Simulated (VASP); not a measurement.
Given:

```
CELL_PARAMETERS angstrom
      1.95561    -3.38721     0.00000
      1.95561     3.38721     0.00000
      0.00000     0.00000     6.66744
ATOMIC_POSITIONS crystal
  Cd 0.66667 0.33333 0.50666
  Cd 0.33333 0.66667 0.00666
  Se 0.66667 0.33333 0.86934
  Se 0.33333 0.66667 0.36934
```

These are LDA (Ceperley-Alder, Perdew-Zunger), VASP's LDA PAW potentials (set 64) (plane waves; VASP) values and carry that method's errors. Settings: 500 eV cut-off, 7×7×4 Γ-centred mesh, Gaussian smearing of 0.050 eV, potentials Cd Se.

Task: Estimate the energy per atom (σ→0), pressure.

Result: 
```
Property                       Result
---------------------  --------------
energy per atom (σ→0)  -3108 meV/atom
pressure                   199.9 kbar
```

The compound is CdSe in the wurtzite structure. It was relaxed first under an external pressure of 20 GPa.
